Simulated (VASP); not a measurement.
Consider the following.

```
CELL_PARAMETERS angstrom
      0.00000     2.74601     2.74601
      2.74601     0.00000     2.74601
      2.74601     2.74601     0.00000
ATOMIC_POSITIONS crystal
  Ag 0.00000 0.00000 0.00000
  Cl 0.50000 0.50000 0.50000
```

Computed with PBE GGA, VASP's PBE PAW potentials (set 64) (plane waves; VASP). Settings: 520 eV cut-off, 8×8×8 Γ-centred mesh, Gaussian smearing of 0.050 eV, potentials Ag Cl.

Task: Give the stress tensor in GPa (positive for a compressed cell).

Result: 
```
3.06  0.00  0.00
0.00  3.06  0.00
0.00  0.00  3.06
```
The pressure is its mean diagonal, 3.06 GPa.

The compound is AgCl in the rock salt structure. This cell is one point of a volume scan, at 0.94 of the reference volume.
